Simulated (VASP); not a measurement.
Consider the following.

```
Pt
1.0
    2.76067     0.00000     0.00000
   -1.38034     2.39081     0.00000
    0.00000     0.00000     4.79213
Pt
2
Cartesian
  1.38034   0.79694   3.59410
  0.00000   1.59387   1.19803
```

Calculation: r2SCAN meta-GGA, VASP's PBE PAW potentials (set 64) (plane waves; VASP). Numerical set-up: 400 eV cut-off, 14×14×7 Γ-centred mesh, first-order Methfessel-Paxton smearing of 0.10 eV, potentials Pt.

Energy and stress use the plane-wave basis of the starting cell.

**Question.** The ions, cell shape and volume are relaxed. Give the cell that the relaxation ends in.

**Answer.** 
```
Pt
1.0
    2.73688     0.00000     0.00000
   -1.36844     2.37021     0.00000
    0.00000     0.00000     4.75975
Pt
2
Cartesian
  1.36844   0.79007   3.56981
  0.00000   1.58014   1.18994
```
Space group P6_3/mmc (194), at a tolerance of 0.03 Å.

**Question.** How do energy and volume change from the first to the last step?

**Answer.** The energy (σ→0) changes by -7.6 meV/atom and the volume by -2.4 %, in 4 ionic steps.

| step | E(σ→0) (eV) | max force (eV/Å) | pressure (GPa) | volume (Å³) |
|---|---|---|---|---|
| 1 | -102.8699 | 0.000 | -6.23 | 31.63 |
| 2 | -102.7589 | 0.000 | 21.63 | 28.90 |
| 3 | -102.8850 | 0.000 | -0.14 | 30.89 |
| 4 | -102.8850 | 0.000 | -0.01 | 30.88 |

The structure comes from a computed database's Pt entry (P6_3/mmc); how it stands against other phases isn't given here. This run relaxes it. Symmetry was kept, so distortions that lower it aren't found.
